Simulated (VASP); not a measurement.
```xyz
2
Lattice="2.8628 0.0000 0.0000 0.0000 2.8628 0.0000 0.0000 0.0000 2.8628" Properties=species:S:1:pos:R:3 pbc="T T T"
Al     1.4314     1.4314     1.4314
Ni     0.0000     0.0000     0.0000
```

Level of theory: PBEsol GGA, VASP's PBE PAW potentials (set 64) (plane waves; VASP 6.6.1). Run with 480 eV cut-off, 12×12×12 Γ-centred mesh, first-order Methfessel-Paxton smearing of 0.10 eV, potentials Al Ni.

Energy and stress use the plane-wave basis of the starting cell.

Task: The ions, cell shape and volume at an external pressure of 30.0 GPa are relaxed. What does this cell relax into?

Result: 
```xyz
2
Lattice="2.7407 0.0000 0.0000 0.0000 2.7407 0.0000 0.0000 0.0000 2.7407" Properties=species:S:1:pos:R:3 pbc="T T T"
Al     1.3704     1.3704     1.3704
Ni     0.0000     0.0000     2.7407
```
Space group Pm-3m (221), at a tolerance of 0.03 Å.

Task: How do energy and volume change from the first to the last step?

Result: The energy (σ→0) changes by +120.1 meV/atom and the volume by -12.3 %, in 7 ionic steps.

```
step  E(σ→0) (eV)  max force (eV/Å)  pressure (GPa)  volume (Å³)
----  -----------  ----------------  --------------  -----------
1        -11.5841             0.000            0.05        23.46
2         -9.7362             0.000          118.86        16.78
3        -11.3716             0.000           27.88        20.74
4        -11.3498             0.000           29.56        20.62
5        -11.3396             0.000           30.34        20.57
6        -11.3504             0.000           29.52        20.62
7        -11.3439             0.000           30.02        20.59
```

The compound is NiAl in the CsCl type structure. This run relaxes it under an external pressure of 30 GPa. Symmetry was kept, so distortions that lower it aren't found. The run is not spin-polarised, so no magnetic state was tried. The electron count is odd and the run is not spin-polarised, which forces a metal.
